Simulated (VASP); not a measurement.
Given:

```xyz
2
Lattice="0.0000 2.7253 2.7253 2.7253 0.0000 2.7253 2.7253 2.7253 0.0000" Properties=species:S:1:pos:R:3 pbc="T T T"
S      0.0000     0.0000     0.0000
Cd     2.7253     2.7253     2.7253
```

Method: r2SCAN meta-GGA, VASP's PBE PAW potentials (set 64) (plane waves; VASP 6.6.1). Settings: 400 eV cut-off, 9×9×9 Γ-centred mesh, tetrahedra with Blöchl corrections, potentials S Cd.

Tabulate the total density of states (states/eV per cell) against energy (eV; zero at the valence-band maximum or, without a gap, the Fermi level).

```
E (eV) | DOS (states/eV)
    -9.97 |  0.00
    -9.85 |  0.00
    -9.61 |  0.00
    -9.49 |  0.00
    -9.25 |  0.00
    -9.13 |  0.00
    -8.89 |  0.00
    -8.77 |  0.00
    -8.53 |  0.00
    -8.41 |  0.00
    -8.17 | ###### 3.56
    -8.05 | ############################## 17.9
    -7.81 | ################# 10.2
    -7.69 | ############################ 16.7
    -7.45 | #### 2.22
    -7.33 | ### 1.68
    -7.09 | ## 1.06
    -6.97 |  0.28
    -6.73 |  0.00
    -6.61 |  0.00
    -6.37 |  0.00
    -6.25 |  0.00
    -6.01 |  0.00
    -5.89 |  0.00
    -5.65 |  0.00
    -5.53 |  0.00
    -5.29 |  0.00
    -5.17 |  0.00
    -4.93 |  0.01
    -4.81 | # 0.31
    -4.57 | # 0.76
    -4.45 | # 0.86
    -4.21 | ## 1.46
    -4.09 | #### 2.33
    -3.85 | ### 1.70
    -3.73 | ## 1.00
    -3.49 | # 0.52
    -3.37 | # 0.46
    -3.13 | # 0.74
    -3.01 | # 0.88
    -2.77 | ## 0.96
    -2.65 | ## 0.92
    -2.41 | ## 1.02
    -2.29 | ## 1.37
    -2.05 | ## 1.43
    -1.93 | ## 1.42
    -1.69 | ### 1.55
    -1.57 | ### 1.52
    -1.33 | ### 1.56
    -1.21 | ### 1.55
    -0.97 | ### 1.67
    -0.85 | ### 1.61
    -0.61 | ### 1.60
    -0.49 | ### 1.66
    -0.25 | ## 1.32
    -0.13 | # 0.87
     0.11 |  0.00
     0.23 |  0.00
     0.47 |  0.00
     0.59 |  0.00
     0.83 |  0.00
     0.95 |  0.01
     1.19 |  0.05
     1.31 |  0.07
     1.55 |  0.11
     1.67 |  0.13
     1.91 |  0.17
     2.03 |  0.19
     2.27 |  0.23
     2.39 |  0.25
     2.63 | # 0.31
     2.75 | # 0.34
     2.99 | # 0.41
     3.11 | # 0.45
     3.35 | # 0.55
     3.47 | # 0.62
     3.71 | # 0.86
     3.83 | ## 1.06
     4.07 | ## 0.90
     4.19 | ## 0.92
```
Within 2 eV below the valence-band maximum the largest weight inside VASP's projection spheres is S p.

The structure was generated: CdS was put into the rocksalt type (Fm-3m), which need not be its known phase. It was relaxed first, which changed the volume by +11 %.
